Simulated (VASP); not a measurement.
```
CELL_PARAMETERS angstrom
      1.25545    -2.17450     0.00000
      1.25545     2.17450     0.00000
      0.00000     0.00000     6.53662
ATOMIC_POSITIONS crystal
  B  0.33333 0.66667 0.25000
  B  0.66667 0.33333 0.75000
  N  0.66667 0.33333 0.25000
  N  0.33333 0.66667 0.75000
```

The numbers are results of rev-vdW-DF2, VASP's PBE PAW potentials (set 64) (plane waves; VASP), not measurements. Run with 520 eV cut-off, Gaussian smearing of 0.050 eV, potentials B N.

Q: Give the energies of bands 3 to 11 at the high-symmetry points, in eV from the valence-band maximum.

A: 
| band | Γ | M | K | A | L | H |
|---|---|---|---|---|---|---|
| 3 | -6.34 | -8.88 | -7.96 | -5.31 | -8.85 | -7.87 |
| 4 | -3.98 | -8.80 | -7.78 | -5.31 | -8.85 | -7.87 |
| 5 | -1.42 | -4.19 | -7.14 | -1.39 | -4.15 | -7.15 |
| 6 | -1.42 | -4.11 | -7.14 | -1.39 | -4.15 | -7.15 |
| 7 | -1.37 | -1.56 | -0.16 | -1.39 | -0.96 | -0.06 |
| 8 | -1.37 | -0.43 | -0.16 | -1.39 | -0.96 | -0.06 |
| 9 | 5.08 | 4.15 | 4.83 | 7.58 | 4.63 | 4.56 |
| 10 | 10.28 | 5.66 | 4.83 | 7.58 | 4.63 | 4.56 |
| 11 | 11.47 | 9.43 | 10.46 | 11.53 | 9.87 | 11.73 |

The gap is indirect, 4.15 eV, from the valence maximum at K-Γ at 0.11 to the conduction minimum at M.

The compound is BN in the hex structure. It was relaxed first.
